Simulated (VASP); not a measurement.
**What goes wrong when Al is relaxed with a bad input**

Aim: see how common mistakes in a VASP relaxation show up, on Al. The starting structure is a measured crystal structure from the Crystallography Open Database. The first relaxation on each setting starts from this cell expanded by 3 % in volume.

Calculated with VASP 6.6.1; Kohn-Sham DFT with plane waves and PAW; PBEsol.

**1. Starting point**

It takes space group Fm-3m (No. 225, cubic). Conventional cell: a = 4.050 Å, b = 4.050 Å, c = 4.050 Å, α = 90.00°, β = 90.00°, γ = 90.00°. Al has 12 Al at 2.86 Å nearest.

Structure file:

```xyz
1
Lattice="0.0000 2.0249 2.0249 2.0249 0.0000 2.0249 2.0249 2.0249 0.0000" Properties=species:S:1:pos:R:3 pbc="T T T"
Al    0.0000    0.0000    0.0000
```

**2. Reference relaxation**

This run starts from the cell of an earlier relaxation, which isn't shown; the restart sets up the plane waves anew.

INCAR reads:

```
SYSTEM = Al
PREC = Accurate
ENCUT = 450
EDIFF = 1E-06
NELM = 100
ISMEAR = 1
SIGMA = 0.15
LREAL = .FALSE.
ALGO = Normal
GGA = PS
NBANDS = 7
LORBIT = 11
LWAVE = .FALSE.
LCHARG = .FALSE.
KPAR = 4
IBRION = 2
NSW = 50
ISIF = 3
EDIFFG = -0.004
```

POSCAR reads:

```
Al
1.0
    0.0000000000      2.0079782968      2.0079782968
    2.0079782968      0.0000000000      2.0079782968
    2.0079782968      2.0079782968      0.0000000000
Al
1
Direct
    0.0000000000      0.0000000000      0.0000000000
```

KPOINTS reads:

```
Automatic mesh
0
Gamma
18 18 18
0 0 0
```

The projector-augmented-wave data sets are Al (PBE family, release 64).

Command:

```console
mpirun -np 4 vasp_std
```

Output:

```text
[banner, memory and clock lines left out]
running    4 mpi-ranks, on    1 nodes
 distrk:  each k-point on    1 cores,    4 groups
 distr:  one band on    1 cores,    1 groups

 POSCAR found type information on POSCAR Al
 POSCAR found :  1 types and       1 ions
|                                                                             |
|               ----> ADVICE to this user running VASP <----                  |
|                                                                             |
|     You enforced a specific xc type in the INCAR file but a different       |
|     [... a line on the potential file left out ...]
|     I HOPE YOU KNOW WHAT YOU ARE DOING!                                     |
|                                                                             |

 LDA part: xc-table for (Slater+PW92), standard interpolation
 POSCAR, INCAR and KPOINTS ok, starting setup
 FFT: planning ... GRIDC
 FFT: planning ... GRID_SOFT
 FFT: planning ... GRID
 WAVECAR not read
 entering main loop
       N       E                     dE             d eps       ncg     rms          rms(c)
DAV:   1    -0.274567105339E+01   -0.27457E+01   -0.81578E+02  2786   0.203E+02
DAV:   2    -0.411026020071E+01   -0.13646E+01   -0.13356E+01  3689   0.206E+01
DAV:   3    -0.411827498576E+01   -0.80148E-02   -0.79765E-02  3766   0.173E+00
DAV:   4    -0.411829106502E+01   -0.16079E-04   -0.16078E-04  4039   0.644E-02
DAV:   5    -0.411829107813E+01   -0.13106E-07   -0.13938E-07  3976   0.142E-03    0.143E+00
DAV:   6    -0.410111181598E+01    0.17179E-01   -0.21066E-03  3626   0.218E-01    0.811E-01
DAV:   7    -0.408950843067E+01    0.11603E-01   -0.57672E-03  3437   0.348E-01    0.171E-01
DAV:   8    -0.408949336013E+01    0.15071E-04   -0.22809E-05  4144   0.365E-02    0.107E-02
DAV:   9    -0.408949261997E+01    0.74016E-06   -0.35949E-07  3668   0.303E-03
   1 F= -.40894926E+01 E0= -.40891202E+01  d E =-.408949E+01
 curvature:   0.00 expect dE= 0.000E+00 dE for cont linesearch  0.000E+00
 trial: gam= 0.00000 g(F)=  0.211E-64 g(S)=  0.893E-08 ort = 0.000E+00 (trialstep = 0.100E+01)
 search vector abs. value=  0.903E-08
 reached required accuracy - stopping structural energy minimisation
```

Run time: 7.8 s. Hardware: 4 MPI ranks of AMD EPYC 7R43, shared host; peak memory 0.39 GiB.

Lines that name or quote the potential files are left out of all logs, and their timing lines are given in words.

From OUTCAR (step 2):

```text
ion  position               nearest neighbor table
   1  0.000  0.000  0.000-

  LATTYP: Found a face centered cubic cell.
 ALAT       =     4.0159565936

 Subroutine GETGRP returns: Found 48 space group operations
 (whereof 48 operations were pure point group operations)

The static configuration has the point symmetry O_h .

 Found    195 irreducible k-points:

   k-points           NKPTS =    195   k-points in BZ     NKDIM =    195   number of bands    NBANDS=      7

   dimension x,y,z NGX =    20 NGY =   20 NGZ =   20
   dimension x,y,z NGXF=    40 NGYF=   40 NGZF=   40

   ENCUT  =  450.0 eV  33.07 Ry    5.75 a.u.   4.91  4.91  4.91*2*pi/ulx,y,z

   NELECT =       3.0000    total number of electrons

 k-points in reciprocal lattice and weights: Automatic mesh
   0.00000000  0.00000000  0.00000000       0.000
   0.05555556  0.00000000  0.00000000       0.001
   0.11111111  0.00000000  0.00000000       0.001
   0.16666667  0.00000000  0.00000000       0.001
   0.22222222  0.00000000  0.00000000       0.001
   0.27777778  0.00000000  0.00000000       0.001
   0.33333333  0.00000000  0.00000000       0.001
   0.38888889  0.00000000  0.00000000       0.001
   0.44444444  0.00000000  0.00000000       0.001
[...]
-0.27777778  0.44444444  0.22222222       0.004
  -0.27777778  0.50000000  0.22222222       0.002

 average (electrostatic) potential at core
       1 -72.0941

 E-fermi :   8.1384

 k-point     1 :       0.0000    0.0000    0.0000
  band No.  band energies     occupation
      1      -3.1130      2.00000
      2      20.8473      0.00000
      3      20.8473      0.00000
      4      20.8473      0.00000
      5      22.4816      0.00000
      6      22.4816      0.00000
    ...

 k-point     2 :       0.0556    0.0000    0.0000
  band No.  band energies     occupation
      1      -3.0280      2.00000
      2      19.3458      0.00000
      3      20.5534      0.00000
      4      20.5534      0.00000
      5      22.9088      0.00000
      6      22.9088      0.00000
    ...

 k-point     3 :       0.1111    0.0000    0.0000
  band No.  band energies     occupation
      1      -2.7735      2.00000
      2      17.1088      0.00000
      3      20.0540      0.00000
      4      20.0540      0.00000
      5      23.0821      0.00000
      6      23.7789      0.00000
    ...

  Total        0.0002484      0.0002484      0.0002484      0.0000000     -0.0000000      0.0000000
  in kB        0.0245740      0.0245740      0.0245740      0.0000000     -0.0000000      0.0000000
  external PRESSURE =       0.0245740 kB  Pullay stress =       0.0000000 kB

  energy-cutoff  :      450.00
  volume of cell :       16.19
      direct lattice vectors                 reciprocal lattice vectors
     0.000000000  2.007978297  2.007978297    -0.249006675  0.249006675  0.249006675
     2.007978297  0.000000000  2.007978297     0.249006675 -0.249006675  0.249006675
     2.007978297  2.007978297  0.000000000     0.249006675  0.249006675 -0.249006675

 POSITION                                       TOTAL-FORCE (eV/Angst)
 -----------------------------------------------------------------------------------
      0.00000      0.00000      0.00000         0.000000     -0.000000      0.000000
 -----------------------------------------------------------------------------------
    total drift:                               -0.000000     -0.000000     -0.000000

  FREE ENERGIE OF THE ION-ELECTRON SYSTEM (eV)
  ---------------------------------------------------
  free  energy   TOTEN  =        -4.0894926200 eV

  energy  without entropy=       -4.0883752908  energy(sigma->0) =       -4.08912018

 reached required accuracy - stopping structural energy minimisation

 total charge
# of ion       s       p       d       tot
------------------------------------------
    1        0.428   0.347   0.000   0.775

[... 3 further parts left out ...]
```

CONTCAR:

```
Al
   1.00000000000000
     0.0000000000000000    2.0079782968000002    2.0079782968000002
     2.0079782968000002    0.0000000000000000    2.0079782968000002
     2.0079782968000002    2.0079782968000002    0.0000000000000000
  Al
     1
Direct
     0.0000000000000000    0.0000000000000000    0.0000000000000000
```

This run has no spin polarisation. Its electron count is odd, so without a moment it is a metal by construction. The PAW data sets were made with PBE, which is usual practice but a small mismatch for other functionals. The run keeps the 48 symmetry operations of its start, so it cannot find a distortion of lower symmetry.

The reference relaxation ends at 16.192 Å³ an atom. Pressures at 0.985 and 1.015 times this volume, from two more relaxations that aren't shown, give a bulk modulus of 80.8 GPa.

**3. Relaxation with the cell held fixed (ISIF = 2)**

A slip made on purpose: the cell held fixed (ISIF = 2). Against step 2 the input has ISIF = 2 (also changed: NELM).

INCAR, as its differences from that of step 2:

```diff
@@ -4,3 +4,3 @@
 EDIFF = 1E-06
-NELM = 100
+NELM = 60
 ISMEAR = 1
@@ -17,3 +17,3 @@
 NSW = 50
-ISIF = 3
+ISIF = 2
 EDIFFG = -0.004
```

POSCAR reads:

```
Al
1.0
    0.0000000000      2.0449750663      2.0449750663
    2.0449750663      0.0000000000      2.0449750663
    2.0449750663      2.0449750663      0.0000000000
Al
1
Direct
    0.0000000000      0.0000000000      0.0000000000
```

KPOINTS is that of step 2.

Command:

```console
mpirun -np 4 vasp_std
```

Output:

```text
[banner, memory and clock lines left out]
running    4 mpi-ranks, on    1 nodes
[...]
[... a notice as in an earlier step ...]

 LDA part: xc-table for (Slater+PW92), standard interpolation
 POSCAR, INCAR and KPOINTS ok, starting setup
[...]
entering main loop
       N       E                     dE             d eps       ncg     rms          rms(c)
DAV:   1    -0.284109469091E+01   -0.28411E+01   -0.79098E+02  2842   0.202E+02
DAV:   2    -0.409773701582E+01   -0.12566E+01   -0.11920E+01  3710   0.192E+01
DAV:   3    -0.410575269979E+01   -0.80157E-02   -0.80076E-02  3773   0.172E+00
DAV:   4    -0.410576927525E+01   -0.16575E-04   -0.16576E-04  4144   0.668E-02
DAV:   5    -0.410576929808E+01   -0.22830E-07   -0.23522E-07  3794   0.164E-03    0.133E+00
DAV:   6    -0.408909173435E+01    0.16678E-01   -0.24279E-03  3598   0.233E-01    0.758E-01
DAV:   7    -0.407785632573E+01    0.11235E-01   -0.65884E-03  3388   0.370E-01    0.158E-01
DAV:   8    -0.407784164642E+01    0.14679E-04   -0.23480E-05  4186   0.373E-02    0.430E-03
DAV:   9    -0.407784096551E+01    0.68091E-06   -0.37828E-07  3773   0.293E-03
   1 F= -.40778410E+01 E0= -.40777034E+01  d E =-.407784E+01
[...]
reached required accuracy - stopping structural energy minimisation
```

Elapsed: 4.2 s, on 4 MPI ranks; peak memory 0.38 GiB; 15 s of CPU time.

Parts of OUTCAR (step 3):

```text
  Total       -0.4208497     -0.4208497     -0.4208497      0.0000000      0.0000000     -0.0000000
  in kB      -39.4224414    -39.4224414    -39.4224414      0.0000000      0.0000000     -0.0000000
  external PRESSURE =     -39.4224414 kB  Pullay stress =       0.0000000 kB

 POSITION                                       TOTAL-FORCE (eV/Angst)
 -----------------------------------------------------------------------------------
      0.00000      0.00000      0.00000        -0.000000     -0.000000     -0.000000
 -----------------------------------------------------------------------------------
    total drift:                               -0.000000      0.000000     -0.000000

  FREE ENERGIE OF THE ION-ELECTRON SYSTEM (eV)
  ---------------------------------------------------
  free  energy   TOTEN  =        -4.0778409655 eV

  energy  without entropy=       -4.0774283257  energy(sigma->0) =       -4.07770342

[... 2 parts as in an earlier step ...]

[... 2 further parts left out ...]
[key lines of the parts left out:]
E-fermi :   7.5684
```

With the cell held fixed (ISIF = 2) the cell ends at 17.104 Å³ an atom, +5.63 % from the reference.

**4. Relaxation with a functional's name that the tag doesn't take**

A slip made on purpose: a functional's name that the tag doesn't take. Against step 2 the input has GGA = PBESOL (also changed: NELM).

INCAR, as its differences from that of step 3:

```diff
@@ -9,3 +9,3 @@
 ALGO = Normal
-GGA = PS
+GGA = PBESOL
 NBANDS = 7
@@ -17,3 +17,3 @@
 NSW = 50
-ISIF = 2
+ISIF = 3
 EDIFFG = -0.004
```

POSCAR is that of step 3.

KPOINTS is that of step 3.

Command:

```console
mpirun -np 4 vasp_std
```

Output:

```text
[banner, memory and clock lines left out]
running    4 mpi-ranks, on    1 nodes
[...]
|                                                                             |
|     EEEEEEE  RRRRRR   RRRRRR   OOOOOOO  RRRRRR      ###     ###     ###     |
|     E        R     R  R     R  O     O  R     R     ###     ###     ###     |
|     E        R     R  R     R  O     O  R     R     ###     ###     ###     |
|     EEEEE    RRRRRR   RRRRRR   O     O  RRRRRR       #       #       #      |
|     E        R   R    R   R    O     O  R   R                               |
|     E        R    R   R    R   O     O  R    R      ###     ###     ###     |
|     EEEEEEE  R     R  R     R  OOOOOOO  R     R     ###     ###     ###     |
|                                                                             |
|     Error: One of the selected functionals does not exist.                  |
|                                                                             |
|       ---->  I REFUSE TO CONTINUE WITH THIS SICK JOB ... BYE!!! <----       |
|                                                                             |

1
1
1
1
```

Wall time 3.8 s (4 MPI ranks).

VASP stopped with this message: “Error: One of the selected functionals does not exist”.

**5. Relaxation with too few electronic steps**

A slip made on purpose: too few electronic steps. Against step 2 the input has NELM = 4 (also changed: NSW).

INCAR reads:

```
SYSTEM = Al
PREC = Accurate
ENCUT = 450
EDIFF = 1E-06
NELM = 4
ISMEAR = 1
SIGMA = 0.15
LREAL = .FALSE.
ALGO = Normal
GGA = PS
NBANDS = 7
LORBIT = 11
LWAVE = .FALSE.
LCHARG = .FALSE.
KPAR = 4
IBRION = 2
NSW = 30
ISIF = 3
EDIFFG = -0.004
```

POSCAR is that of step 4.

KPOINTS is that of step 4.

Command:

```console
mpirun -np 4 vasp_std
```

Output:

```text
[... set-up lines as in an earlier step ...]
 entering main loop
       N       E                     dE             d eps       ncg     rms          rms(c)
[... 4 cycles as in an earlier step ...]
 -----------------------------------------------------------------------------
|                                                                             |
|           W    W    AA    RRRRR   N    N  II  N    N   GGGG   !!!           |
|           W    W   A  A   R    R  NN   N  II  NN   N  G    G  !!!           |
|           W    W  A    A  R    R  N N  N  II  N N  N  G       !!!           |
|           W WW W  AAAAAA  RRRRR   N  N N  II  N  N N  G  GGG   !            |
|           WW  WW  A    A  R   R   N   NN  II  N   NN  G    G                |
|           W    W  A    A  R    R  N    N  II  N    N   GGGG   !!!           |
|                                                                             |
|     The electronic self-consistency was not achieved in the given           |
|     number of steps (NELM). The forces and other quantities evaluated       |
|     might not be reliable so examine the results carefully. If you find     |
|     spurious results, we suggest increasing NELM, if you were close to      |
|     convergence or switching to a different ALGO or adjusting the           |
|     density mixing parameters otherwise.                                    |
|                                                                             |
 -----------------------------------------------------------------------------

   1 F= -.41057693E+01 E0= -.41055724E+01  d E =-.410577E+01
[...]
|     The electronic self-consistency was not achieved in the given           |
[... from here on, the cycles between the ionic steps are left out ...]
   2 F= -.40745297E+01 E0= -.40741984E+01  d E =0.312396E-01
[...]
|     The electronic self-consistency was not achieved in the given           |
   3 F= -.40888937E+01 E0= -.40885066E+01  d E =0.168756E-01
   4 F= -.40894963E+01 E0= -.40891166E+01  d E =0.162730E-01
   5 F= -.40895807E+01 E0= -.40892079E+01  d E =0.161885E-01
[...]
reached required accuracy - stopping structural energy minimisation
```

It took 8.6 s on 4 MPI ranks; peak memory 0.42 GiB.

(Continued in part 2 of 2.)

[Lines on the potential files, build, host, timing and source positions are cut from VASP's logs without a mark.]

[Logs are printed without paths, hosts, clocks, repeated set-up lines and the standing remarks that a program may print on its own settings, such as how far it seeks lower states.]

[Hosts, paths, dates, database ids (printed as entryN), source tags and the programs' standing remarks are cut or masked in the printed files.]
